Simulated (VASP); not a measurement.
Ti2SnTe2:

```
Ti Sn Te
1.0
     4.57871    0.00000    0.00000
    -2.28936    3.96528    0.00000
     0.00000    0.00000    8.57306
Ti Sn Te
2 1 2
Direct
  0.33333 0.66667 0.71230
  0.33333 0.66667 0.28770
  0.66667 0.33333 0.00000
  0.66667 0.33333 0.50000
  0.00000 0.00000 0.00000
```

The cell was built by a generator and needn't be a form met in nature.

```yaml
Program: VASP 6.6.1
Task: relaxation of cell and atoms
Functional: PBE
Potentials_or_basis: VASP PAW PBE potentials, release 64 (Ti_sv, Sn_d, Te)
Cutoff: 520 eV
k_mesh: 4 × 4 × 2
Occupations: gaussian, width 0.15 eV
Spin: no spin polarisation
```

At the start: pressure -1.9 GPa; volume 31.13 Å³/atom.

**Question.** Where does the relaxation end?

**Answer.** Over 17 steps the energy falls by 775.2 meV/atom and the volume is 26.54 Å³/atom (-14.8 %); space group P-6m2 (No. 187, to 0.05 Å).

Step by step:
```
step  energy change (eV)  largest force (eV/Å)  pressure (GPa)  volume (Å³)
   1              0.0000                0.6561           -1.88       155.65
   2             -1.3451                0.2813           -2.51       146.52
   3             -2.2346                0.2462           -1.65       139.25
   4             -2.7130                1.3727            3.89       122.07
   5             -3.0480                0.8239            0.76       129.58
   6             -3.0535                1.0062            0.73       128.61
   7             -3.1539                0.8035           -0.82       130.61
   8             -3.1744                0.6113           -2.16       132.76
   9             -3.2347                0.5496           -2.23       131.51
  10             -3.3945                0.6686           -1.53       127.79
  11             -3.5542                0.5129            4.51       120.58
  12             -3.5624                0.7926            0.94       124.46
  13             -3.6189                0.4345            2.78       122.51
  14             -3.7258                0.0228            2.72       123.89
  15             -3.7618                0.5258            3.12       125.03
  16             -3.8637                0.1950            1.02       129.63
  17             -3.8761                0.0739           -0.30       132.69
```

Final structure:
```
CELL_PARAMETERS angstrom
4.94895 0.00000 0.00000
-2.47447 4.28591 0.00000
0.00000 0.00000 6.25557
ATOMIC_POSITIONS crystal
Ti 0.33333 0.66667 0.79657
Ti 0.33333 0.66667 0.20343
Sn 0.66667 0.33333 0.00000
Te 0.66667 0.33333 0.50000
Te 0.00000 0.00000 0.00000
```

Caveat: the k mesh is coarse (spacing up to 0.40 Å⁻¹), so the values aren't converged; the relaxation stopped at a loose force limit of 0.08 eV/Å, so its end isn't a converged minimum.
